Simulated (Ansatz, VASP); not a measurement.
# Cross-check of Al4Si4H10O19 between VASP and Ansatz

One calculation is typed for both programs; each brings its own data sets. How far apart do they land? Of the first pair: The structure shown is the start of the Ansatz relaxation below; VASP solves that cell, so the two are compared at the walk's first step.

Main program and level: Ansatz 0.2.0; plane waves, with VASP 6.6.1 beside it; PBE with D3(BJ).

## 1. The structure

The cell holds 37 atoms: 4 Si, 4 Al, 10 H and 19 O. Its edges and angles: a = 7.235 Å, b = 7.235 Å, c = 7.235 Å, α = 90.0°, β = 90.0°, γ = 90.0°.

## 2. Ansatz: relaxation, PBE with D3(BJ)

Ansatz runs on its PAW soft_1 files.

The two programs are compared at the cell with which this relaxation starts, whose forces are those of its first step.

input.yaml reads:

```yaml
crystal:
  lattice:
    - [7.2349650724, 0.0, 0.0]
    - [0.0, 7.2349650724, 0.0]
    - [0.0, 0.0, 7.2349650724]
  atoms:
    - { symbol: Si, position: [0.472738, 0.715702, 0.622272] }
    - { symbol: Si, position: [0.209902, 0.792678, 0.94614] }
    - { symbol: Si, position: [0.562401, 0.296712, 0.222796] }
    - { symbol: Si, position: [0.826257, 0.62275, 0.29812] }
    - { symbol: Al, position: [0.572579, 0.337232, 0.773898] }
    - { symbol: Al, position: [0.107876, 0.231884, 0.254197] }
    - { symbol: Al, position: [0.766156, 0.009035, 0.476653] }
    - { symbol: Al, position: [0.145548, 0.357933, 0.871275] }
    - { symbol: H, position: [0.991822, 0.159261, 0.918716] }
    - { symbol: H, position: [0.799855, 0.668765, 0.981576] }
    - { symbol: H, position: [0.274712, 0.626597, 0.391059] }
    - { symbol: H, position: [0.604788, 0.011862, 0.216403] }
    - { symbol: H, position: [0.366604, 0.162642, 0.670688] }
    - { symbol: H, position: [0.084851, 0.417969, 0.633609] }
    - { symbol: H, position: [0.779729, 0.253991, 0.590537] }
    - { symbol: H, position: [0.186061, 0.876825, 0.282301] }
    - { symbol: H, position: [0.954065, 0.902889, 0.950395] }
    - { symbol: H, position: [0.962009, 0.732887, 0.52803] }
    - { symbol: O, position: [0.22411, 0.571193, 0.969593] }
    - { symbol: O, position: [0.598233, 0.570994, 0.71353] }
    - { symbol: O, position: [0.584167, 0.337149, 0.008866] }
    - { symbol: O, position: [0.376904, 0.842908, 0.79538] }
    - { symbol: O, position: [0.676237, 0.116105, 0.265148] }
    - { symbol: O, position: [0.988192, 0.448676, 0.723396] }
    - { symbol: O, position: [0.239482, 0.875455, 0.157834] }
    - { symbol: O, position: [0.6446, 0.4687, 0.34611] }
    - { symbol: O, position: [0.007366, 0.112501, 0.430897] }
    - { symbol: O, position: [0.342639, 0.285729, 0.277432] }
    - { symbol: O, position: [0.559493, 0.869077, 0.496957] }
    - { symbol: O, position: [0.878861, 0.782077, 0.433086] }
    - { symbol: O, position: [0.347279, 0.279404, 0.736572] }
    - { symbol: O, position: [0.023064, 0.857477, 0.843043] }
    - { symbol: O, position: [0.053476, 0.213312, 0.026534] }
    - { symbol: O, position: [0.291804, 0.650335, 0.523316] }
    - { symbol: O, position: [0.988749, 0.471126, 0.300737] }
    - { symbol: O, position: [0.778082, 0.706321, 0.109885] }
    - { symbol: O, position: [0.705021, 0.16541, 0.660679] }
  symmetry: { detect: false }
kpoints:
  mp_grid: { grid: [2, 2, 2] }
scf:
  occupations: { method: fermi_dirac, width: 0.05 }
hamiltonian:
  xc: pbe
  dispersion: d3bj
  pseudopotentials: { kind: paw, azcp: { folder: soft_1 } }
output:
  forces: true
  stress: true
relax:
  f_tol: 0.04
  max_steps: 160
  escape_saddle: false
  cell: { stress_tol: 0.4, fix: [] }
```

The run is started by

```console
$ ansatz run input.yaml --threads 4 --pin off --max-ram 14336MiB --backend cpu --events-out ev --progress --plain --runs-dir out
```

Numbers of over 12 decimals in the logs are rounded to 6 here.

Output:

```text
Engine: ansatz 0.2.0, aarch64-unknown-linux-gnu
Pseudopotentials: kind: paw
Pseudopotential: Si, paw, valence charge 4, recommended cutoff 420 eV (normal), soft_1/Si.paw.azcp
Pseudopotential: Al, paw, valence charge 3, recommended cutoff 420 eV (normal), soft_1/Al.paw.azcp
Pseudopotential: H, paw, valence charge 1, recommended cutoff 420 eV (normal), soft_1/H.paw.azcp
Pseudopotential: O, paw, valence charge 6, recommended cutoff 420 eV (normal), soft_1/O.paw.azcp
Functional definition: PBE
  parameter kappa = 0.804
  parameter beta = 0.066725
  exchange = pbe_x(kappa = kappa, mu = beta*pi^2/3)
  correlation = pbe_c(beta = beta)
Crystal: 37 atoms, lattice volume = 378.712 Å³
Basis set: ecut = 420 eV, 7441 PW (Γ), exchange–correlation on 100×100×100 points (8 copies of the dense FFT grid, shifted against one another)
Bands: 113, of which v1, the nominal top of the filled ones, is band 76 counted from 1 (75 counted from 0)
Symmetry: 1 space group operations
k-points: 8
Non-local potential: Si, projectors of the file, l = 0: 2, l = 1: 2, l = 2: 1
Non-local potential: Al, projectors of the file, l = 0: 2, l = 1: 2, l = 2: 1
Non-local potential: H, projectors of the file, l = 0: 2, l = 1: 1
Non-local potential: O, projectors of the file, l = 0: 2, l = 1: 2, l = 2: 1
PAW form: soft (Blöchl's): semilocal exchange-correlation on the pseudo side does not see the compensation charge
PAW one-centre angular grid: Si, 110 points (default); XC on 64 Gauss nodes
PAW one-centre angular grid: Al, 110 points (default); XC on 64 Gauss nodes
PAW one-centre angular grid: H, 110 points (default); XC on 64 Gauss nodes
PAW one-centre angular grid: O, 110 points (default); XC on 64 Gauss nodes
Initial density: superposition of atomic densities (chi_scale 0.1, normalization cell, long waves kept (reshape's long-wave potential 0.10 eV rms))
Initial wavefunctions: pseudopotential atomic-orbital guess
Functional: x = pbe(κ = 0.804, μ = 0.219515), c = pbe(β = 0.066725)
SCF iter   1: F=—  HF=-15678.000583 eV  |F-HF|=—  |Δ(HF+E_count)|=         —  Δρ=1.39e-1  dr2=6.95e1  ethr=3.10e-3  ⟨swp⟩=6.0  Hψ=4112  notcnv=0  defer=63
preconditioner: auto → Resta (q_TF=auto, 2.343 Å⁻¹)  ε∞=2.7  [insulator: Δε(μ)=5.702 eV  Ē_g=18.151 eV  σ=0.050 eV  W_gap=1.00  n_scr=80 (ndim 8)  ℏωp=23.5 eV  f_vac=0.025  D(μ)=0.00/eV (n_scr^D=0)  ε∞_Penn≈2.7]
SCF iter   2: F=—  HF=-15658.948199 eV  |F-HF|=—  |Δ(HF+E_count)|=    1.91e1  Δρ=4.95e-2  dr2=4.64e0  ethr=3.10e-3  ⟨swp⟩=3.0  Hψ=2024  notcnv=0  defer=254
SCF iter   3: F=—  HF=-15658.285179 eV  |F-HF|=—  |Δ(HF+E_count)|=   6.63e-1  Δρ=2.41e-2  dr2=1.49e0  ethr=3.05e-3  ⟨swp⟩=2.0  Hψ=1081  notcnv=0  defer=254
SCF iter   4: F=—  HF=-15658.263369 eV  |F-HF|=—  |Δ(HF+E_count)|=   2.18e-2  Δρ=1.03e-2  dr2=3.03e-1  ethr=9.77e-4  ⟨swp⟩=3.0  Hψ=1190  notcnv=0  defer=254
SCF iter   5: F=—  HF=-15658.201990 eV  |F-HF|=—  |Δ(HF+E_count)|=   6.14e-2  Δρ=2.18e-3  dr2=1.36e-2  ethr=2.00e-4  ⟨swp⟩=2.0  Hψ=1545  notcnv=0  defer=255
SCF iter   6: F=—  HF=-15658.214344 eV  |F-HF|=—  |Δ(HF+E_count)|=   1.24e-2  Δρ=1.51e-3  dr2=6.39e-3  ethr=8.96e-6  ⟨swp⟩=2.1  Hψ=1300  notcnv=0  defer=255
SCF iter   7: F=—  HF=-15658.213696 eV  |F-HF|=—  |Δ(HF+E_count)|=   6.48e-4  Δρ=3.85e-4  dr2=4.84e-4  ethr=4.20e-6  ⟨swp⟩=2.0  Hψ=1218  notcnv=0  defer=255
SCF iter   8: F=—  HF=-15658.213855 eV  |F-HF|=—  |Δ(HF+E_count)|=   1.59e-4  Δρ=1.30e-4  dr2=5.03e-5  ethr=3.18e-7  ⟨swp⟩=2.0  Hψ=1176  notcnv=0  defer=255
SCF iter   9: F=—  HF=-15658.213253 eV  |F-HF|=—  |Δ(HF+E_count)|=   6.02e-4  Δρ=7.30e-5  dr2=1.49e-5  ethr=3.31e-8  ⟨swp⟩=2.5  Hψ=1304  notcnv=0  defer=255
SCF iter  10: F=—  HF=-15658.213254 eV  |F-HF|=—  |Δ(HF+E_count)|=   1.21e-6  Δρ=2.07e-5  dr2=1.27e-6  ethr=9.81e-9  ⟨swp⟩=2.0  Hψ=1222  notcnv=0  defer=255
SCF iter  11: F=—  HF=-15658.213255 eV  |F-HF|=—  |Δ(HF+E_count)|=   1.33e-6  Δρ=6.76e-6  dr2=1.57e-7  ethr=8.37e-10  ⟨swp⟩=2.0  Hψ=1201  notcnv=0  defer=255
SCF iter  12: F=-15658.213255 eV  HF=-15658.213255 eV  |F-HF|=6.48e-9  |Δ(HF+E_count)|=   1.86e-7  Δρ=3.62e-6  dr2=3.96e-8  ethr=6.58e-11  ⟨swp⟩=5.0  Hψ=2959  notcnv=0
SCF 1 converged in 12 iterations: F = -15658.213255 eV  dr2 = 3.96e-8
  greatest PAW one-centre occupation: 0.870 electrons in one spin orbital (limit 2), on the O atom at site 31 (counted from 0), in its partial waves of l = 0
relax step   1: F+E_penalty+E_count = -15658.21325543 eV  Δ(F+E_penalty+E_count) = +0.000e0 eV  max|allowed force component| = 9.141e0 eV/Å  Δτ_max = 0.0000 Å  P = +6.744 GPa  Ω = 378.712 Å³  (12 SCF iters, dr2 threshold 1.00e-7 eV, accepted)
[...]
relax step  18: F+E_penalty+E_count = -15666.14296392 eV  Δ(F+E_penalty+E_count) = -1.040e-3 eV  max|allowed force component| = 3.370e-2 eV/Å  Δτ_max = 0.0299 Å  P = +0.038 GPa  Ω = 390.436 Å³  energy of the carried Pulay correction = -3.055e-2 eV  (6 SCF iters, dr2 threshold 6.74e-7 eV, accepted)
[...]
relax step  19: F+E_penalty+E_count = -15666.19476422 eV  Δ(F+E_penalty+E_count) = -5.180e-2 eV  max|allowed force component| = 3.201e-2 eV/Å  Δτ_max = 0.0000 Å  P = +0.241 GPa  Ω = 390.436 Å³  stress off target by 3.96e-1 GPa  SCF on the basis re-selected at this cell (its energy is not comparable with the rows above)  (5 SCF iters)
basis re-selected at this cell: Δ(F+E_penalty+E_count) = -5.180e-2 eV, ΔP = +0.203 GPa vs the last step (what re-selecting the basis moved, of the pressure what is left beyond the Pulay correction that the steps carried, after the strain that the cell walked since its last selection, with what the two solves' SCF thresholds leave and, on support functions, any second-order correction that the steps lacked; it is no m [...]
SCF converged after 5 iterations
Free energy (F): -15666.194764 eV
Harris-Foulkes:  -15666.194764 eV  (|F-HF|=4.34e-8)
Internal energy: -15666.194764 eV  (E = F + TS)
E sigma→0 (E₀):  -15666.194764 eV
Fermi energy:    4.528102 eV
--- Per-component energies (eV) ---
  E_band       = -762.132260
  E_kinetic    = 3659.941133
  E_local      = -9665.731579  (includes V_loc(G=0)·N_el)
  E_nonlocal   = 1131.490132
  E_hartree    = 3576.695400
  E_xc         = -1834.289094
  E_vxc        = -2169.160996  (∫ρ·V_xc dr)
  E_paw        = -7038.315653  (= ΣΔE_a)
  E_vpaw       = -872.066605  (= ΣTr[D̂ρ^β])
  E_aug_tail   = 0.006189  (compensation charges beyond the density's cutoff)
  E_ewald      = -5492.080028
  E_disp       = -3.911265  (pairwise vdW)
  E_smearing   = -0.000000  (= −TS)
  E_closure    = 0.000000  (closes the sum)
  Σ components = -15666.194764   (vs F -15666.194764, Δ=0.00e0)
--- Forces (eV/Å), atoms counted from 1 ---
  atom   1  Si    -0.00575365     0.01411105     0.00471264
  atom   2  Si    -0.01712546    -0.00498969     0.00503038
  atom   3  Si    -0.01130458    -0.00370662     0.00356704
  atom   4  Si    -0.00237073     0.00075431     0.00738269
  atom   5  Al     0.00296336    -0.00465725    -0.00451566
  atom   6  Al    -0.01599256     0.00223790     0.01339809
  atom   7  Al     0.00929740     0.01906472     0.00234862
  atom   8  Al     0.01151471    -0.02067374     0.00590358
  atom   9  H     -0.00385321     0.01086990     0.00562216
  atom  10  H     -0.00197970     0.00393459    -0.00872415
  atom  11  H      0.01033853    -0.02970460    -0.00291821
  atom  12  H      0.00752077     0.00017791    -0.00282407
  atom  13  H     -0.00605438    -0.00648361     0.00573882
  atom  14  H     -0.00434108    -0.00912950     0.02590019
  atom  15  H      0.00498411     0.00139921    -0.00891282
  atom  16  H     -0.00335204     0.00390396     0.00389713
  atom  17  H     -0.01978047    -0.00708210     0.00306040
  atom  18  H      0.01732398     0.00703340     0.00073847
  atom  19  O     -0.00129941     0.01176246    -0.01135548
  atom  20  O      0.00903105    -0.00328090     0.01032469
  atom  21  O     -0.00216453    -0.00990528    -0.00592088
  atom  22  O      0.00776849    -0.01041281    -0.00656457
  atom  23  O     -0.00593356    -0.00354078     0.00061536
  atom  24  O      0.01086910     0.01343921    -0.02553513
[...]
atom  30  O     -0.02494287    -0.00466728     0.00551483
  atom  31  O     -0.00174315     0.00781778    -0.00381711
  atom  32  O      0.02606353    -0.00023302    -0.00328142
  atom  33  O      0.01023817    -0.00388225    -0.00835867
  atom  34  O     -0.00832086     0.03200852     0.00243557
  atom  35  O      0.00654685    -0.01177927    -0.01357680
  atom  36  O      0.00008506    -0.00479159     0.01590922
  atom  37  O     -0.01002916     0.01034958     0.00293127
  max |Σ_I F_I| component: 3.70e-5 eV/Å
--- Stress (GPa, compression-positive) ---
        0.322629      -0.072668       0.021114
       -0.072668       0.159864      -0.135484
        0.021119      -0.135476       0.239826
  P = ⅓ Tr σ = 0.2408 GPa (2.408 kbar)
--- Relaxed structure (18 steps of the walk, 17 accepted, 1 SCFs on fresh bases) ---
  F+E_penalty+E_count = -15666.19476422 eV   max|allowed force component| = 3.201e-2 eV/Å   (the final SCF, on the basis selected at the relaxed cell)
  cell:  # Å, volume = 390.4364 Å³
    - [7.399165, -0.049181, -0.0037628]
    - [-0.049181, 7.226080, -0.161497]
    - [-0.0037628, -0.161497, 7.306329]
  atoms:
    - { symbol: Si, position: [0.457671, 0.750092, 0.625993] }
    - { symbol: Si, position: [0.244377, 0.784718, 0.966741] }
    - { symbol: Si, position: [0.535558, 0.316451, 0.212129] }
    - { symbol: Si, position: [0.823209, 0.598526, 0.282102] }
    - { symbol: Al, position: [0.559609, 0.346318, 0.766606] }
    - { symbol: Al, position: [0.095748, 0.261870, 0.258892] }
    - { symbol: Al, position: [0.764972, 0.032798, 0.457965] }
    - { symbol: Al, position: [0.151161, 0.369470, 0.847958] }
    - { symbol: H, position: [1.039140, 0.080984, 0.976394] }
    - { symbol: H, position: [0.695855, 0.625985, 1.004911] }
    - { symbol: H, position: [0.301035, 0.559160, 0.421897] }
    - { symbol: H, position: [0.529186, 0.00878037, 0.222555] }
    - { symbol: H, position: [0.332600, 0.108699, 0.737275] }
    - { symbol: H, position: [0.017893, 0.496162, 0.587407] }
    - { symbol: H, position: [0.838648, 0.296440, 0.652156] }
    - { symbol: H, position: [0.315199, 0.808681, 0.271432] }
    - { symbol: H, position: [0.933778, 0.805238, 0.991644] }
    - { symbol: H, position: [1.008333, 0.792052, 0.437142] }
    - { symbol: O, position: [0.243364, 0.563509, 0.960531] }
    - { symbol: O, position: [0.557702, 0.576414, 0.709454] }
    - { symbol: O, position: [0.587356, 0.348291, 0.00292834] }
    - { symbol: O, position: [0.357877, 0.873189, 0.796955] }
    - { symbol: O, position: [0.622863, 0.106475, 0.255563] }
    - { symbol: O, position: [0.983989, 0.431891, 0.696519] }
    - { symbol: O, position: [0.341738, 0.871937, 0.156782] }
    - { symbol: O, position: [0.646604, 0.475652, 0.338217] }
    - { symbol: O, position: [-0.019803, 0.110479, 0.390337] }
    - { symbol: O, position: [0.329996, 0.313444, 0.282642] }
    - { symbol: O, position: [0.576163, 0.896059, 0.522675] }
    - { symbol: O, position: [0.876274, 0.778108, 0.428296] }
    - { symbol: O, position: [0.334727, 0.246105, 0.732573] }
    - { symbol: O, position: [0.040758, 0.871693, 0.939987] }
    - { symbol: O, position: [0.064359, 0.216967, 0.011902] }
    - { symbol: O, position: [0.286249, 0.680758, 0.485615] }
    - { symbol: O, position: [1.005002, 0.485076, 0.282121] }
    - { symbol: O, position: [0.772496, 0.700856, 0.089885] }
    - { symbol: O, position: [0.724024, 0.212235, 0.643476] }
```

In the SCF lines HF is the Harris–Foulkes energy and dr2 the Hartree energy of the density residual, in eV; the loop may stop once dr2 is under the threshold and the program's other checks hold. Hψ counts applications of the Hamiltonian.

## 3. VASP: single point, PBE with D3(BJ), start cell, pair 1

The same cell, functional, mesh and smearing now go to VASP, with its own data sets.

Lines of VASP's logs that name or quote its potential files are left out, and so is its time.

INCAR reads:

```
SYSTEM = Al4Si4H10O19
PREC = Accurate
ENCUT = 520
EDIFF = 1E-06
NELM = 120
ISMEAR = -1
SIGMA = 0.05
LREAL = Auto
ALGO = Normal
GGA = PE
IVDW = 12
NBANDS = 104
LORBIT = 11
LWAVE = .FALSE.
LCHARG = .FALSE.
ISIF = 2
LASPH = .TRUE.
GGA_COMPAT = .FALSE.
EFERMI = MIDGAP
KPAR = 4
```

POSCAR reads:

```
Al4Si4H10O19
1.0
    7.2349650000      0.0000000000      0.0000000000
    0.0000000000      7.2349650000      0.0000000000
    0.0000000000      0.0000000000      7.2349650000
Si Al H O
4 4 10 19
Direct
    0.4727380160      0.7157020110      0.6222719806
    0.2099020520      0.7926780572      0.9461400297
    0.5624010621      0.2967120090      0.2227959638
    0.8262570724      0.6227499373      0.2981200324
    0.5725789966      0.3372320391      0.7738980078
    0.1078759883      0.2318840520      0.2541969450
    0.7661560215      0.0090350126      0.4766530315
    0.1455480434      0.3579330377      0.8712749820
    0.9918220752      0.1592610331      0.9187159855
    0.7998550097      0.6687649491      0.9815759993
    0.2747120408      0.6265969497      0.3910589754
    0.6047879983      0.0118619786      0.2164029819
    0.3666039850      0.1626419755      0.6706879715
    0.0848509979      0.4179689881      0.6336090085
    0.7797289966      0.2539910006      0.5905370655
    0.1860610245      0.8768249743      0.2823010201
    0.9540650162      0.9028889566      0.9503950607
    0.9620090768      0.7328870285      0.5280300596
    0.2241099991      0.5711929498      0.9695929421
    0.5982330253      0.5709940546      0.7135300585
    0.5841670278      0.3371489703      0.0088659724
    0.3769039657      0.8429080168      0.7953800744
    0.6762369963      0.1161050537      0.2651480691
    0.9881920645      0.4486759784      0.7233960358
    0.2394820155      0.8754549607      0.1578339356
    0.6445999393      0.4686999868      0.3461100365
    0.0073660343      0.1125010280      0.4308970396
    0.3426389761      0.2857289565      0.2774320263
    0.5594929623      0.8690770446      0.4969570689
    0.8788610588      0.7820770384      0.4330859928
    0.3472789433      0.2794039778      0.7365720498
    0.0230639678      0.8574769885      0.8430430555
    0.0534760016      0.2133120202      0.0265340606
    0.2918040378      0.6503350051      0.5233160077
    0.9887489435      0.4711259833      0.3007370457
    0.7780819949      0.7063210396      0.1098849822
    0.7050209642      0.1654100607      0.6606789390
```

KPOINTS reads:

```
Automatic mesh
0
Gamma
2 2 2
0 0 0
```

The projector-augmented-wave data sets are Si, Al, H and O (PBE family, release 64).

The run is started by

```console
$ mpirun -np 4 vasp_std
```

Output:

```text
[banner, memory and clock lines left out]
running    4 mpi-ranks, on    1 nodes
[...]
LDA part: xc-table for (Slater+PW92), standard interpolation
 POSCAR, INCAR and KPOINTS ok, starting setup
[...]
entering main loop
       N       E                     dE             d eps       ncg     rms          rms(c)
DAV:   1     0.909571364876E+03    0.90957E+03   -0.78496E+04  1664   0.134E+03
DAV:   2    -0.189849883767E+03   -0.10994E+04   -0.10678E+04  1992   0.315E+02
DAV:   3    -0.265723365026E+03   -0.75873E+02   -0.75439E+02  2000   0.872E+01
DAV:   4    -0.266748331756E+03   -0.10250E+01   -0.10223E+01  2040   0.110E+01
[...]
DAV:  15    -0.232869872323E+03   -0.73750E-05   -0.36810E-05  1824   0.285E-02    0.760E-03
DAV:  16    -0.232869874590E+03   -0.22667E-05   -0.77767E-06  2024   0.109E-02    0.542E-03
DAV:  17    -0.232869874631E+03   -0.41267E-07   -0.17252E-06  1352   0.624E-03
   1 F= -.23690389E+03 E0= -.23690389E+03  d E =-.359336E-13
```

OUTCAR, selected parts (step 3):

```text
 Edisp (eV)   -4.03402

  Total      12.46015    15.27736    20.54516     0.33436    -6.81006    11.06656
  in kB      52.71385    64.63229    86.91822     1.41454   -28.81060    46.81811
  external pressure =       68.09 kB  Pullay stress =        0.00 kB

 POSITION                                       TOTAL-FORCE (eV/Angst)
 -----------------------------------------------------------------------------------
      3.42024      5.17808      4.50212        -1.525692      2.869186      1.681945
      1.51863      5.73500      6.84529         3.707566     -2.901855      0.034362
      4.06895      2.14670      1.61192        -3.887093      5.850830     -0.561959
      5.97794      4.50557      2.15689        -0.446954     -9.072507     -0.384112
      4.14259      2.43986      5.59913         1.232987      2.639160      1.503147
      0.78048      1.67767      1.83911        -0.066491      2.672672      3.961526
      5.54311      0.06537      3.44857         1.505446     -0.616395      0.070261
      1.05303      2.58963      6.30364         3.546223      5.186917      0.043902
      7.17580      1.15225      6.64688        -1.139605     -1.389123      0.929932
      5.78692      4.83849      7.10167        -0.358582     -0.227537      0.550751
      1.98753      4.53341      2.82930         0.281393     -0.390325      0.452068
      4.37562      0.08582      1.56567        -0.282357     -0.564376     -0.316935
      2.65237      1.17671      4.85240        -1.179663     -0.524502     -0.107627
      0.61389      3.02399      4.58414        -0.769113      0.721814     -1.935497
[...]
-----------------------------------------------------------------------------------
    total drift:                               -0.005177      0.006236      0.016345

  FREE ENERGIE OF THE ION-ELECTRON SYSTEM (eV)
  ---------------------------------------------------
  free  energy   TOTEN  =      -236.9038942630 eV

  energy  without entropy=     -236.9038942630  energy(sigma->0) =     -236.90389426

[... 3 further parts left out ...]
[key lines of the parts left out:]
E-fermi :   3.5519
```

The run ends at a pressure of 6.81 GPa, with forces up to 9.1 eV/Å.

[end of part 1 of 2]

[Lines on the potential files, build, host, timing and source positions are cut from VASP's logs without a mark.]

[Logs are printed without paths, hosts, clocks, repeated set-up lines and the standing remarks that a program may print on its own settings, such as how far it seeks lower states.]

[Hosts, paths, dates, database ids (printed as entryN), source tags and the programs' standing remarks are cut or masked in the printed files.]
